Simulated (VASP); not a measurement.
Given:

```xyz
2
Lattice="4.1750 0.0000 0.0000 0.0000 4.1750 0.0000 0.0000 0.0000 4.1750" Properties=species:S:1:pos:R:3 pbc="T T T"
Mg     0.0000     0.0000     0.0000
Sr     2.0875     2.0875     2.0875
```

Method: r2SCAN+rVV10 with spin-orbit coupling, VASP's PBE PAW potentials (set 64) (plane waves; VASP). Settings: 400 eV cut-off, 8×8×8 Γ-centred mesh, Gaussian smearing of 0.050 eV, potentials Mg Sr_sv.

Give the energies of bands 9 to 19 at the high-symmetry points, in eV from the Fermi level.

```json
[
 {"band": "9", "Γ": "-5.01", "X": "-2.81", "M": "-2.17", "R": "-0.53"},
 {"band": "10", "Γ": "-5.01", "X": "-2.81", "M": "-2.17", "R": "-0.53"},
 {"band": "11", "Γ": "1.09", "X": "-2.27", "M": "-0.12", "R": "-0.53"},
 {"band": "12", "Γ": "1.09", "X": "-2.27", "M": "-0.12", "R": "-0.53"},
 {"band": "13", "Γ": "1.09", "X": "2.07", "M": "-0.05", "R": "-0.53"},
 {"band": "14", "Γ": "1.09", "X": "2.07", "M": "-0.05", "R": "-0.53"},
 {"band": "15", "Γ": "3.88", "X": "2.48", "M": "0.60", "R": "0.85"},
 {"band": "16", "Γ": "3.88", "X": "2.48", "M": "0.60", "R": "0.85"},
 {"band": "17", "Γ": "3.98", "X": "2.50", "M": "3.42", "R": "3.23"},
 {"band": "18", "Γ": "3.98", "X": "2.50", "M": "3.42", "R": "3.23"},
 {"band": "19", "Γ": "3.98", "X": "5.29", "M": "3.44", "R": "3.42"}
]
```

It has no gap at this level: it comes out as a metal or semimetal.

The structure comes from a measured SrMg entry (Pm-3m) of the Crystallography Open Database, whose conditions weren't checked. It was relaxed first, which changed the volume by +23 %.
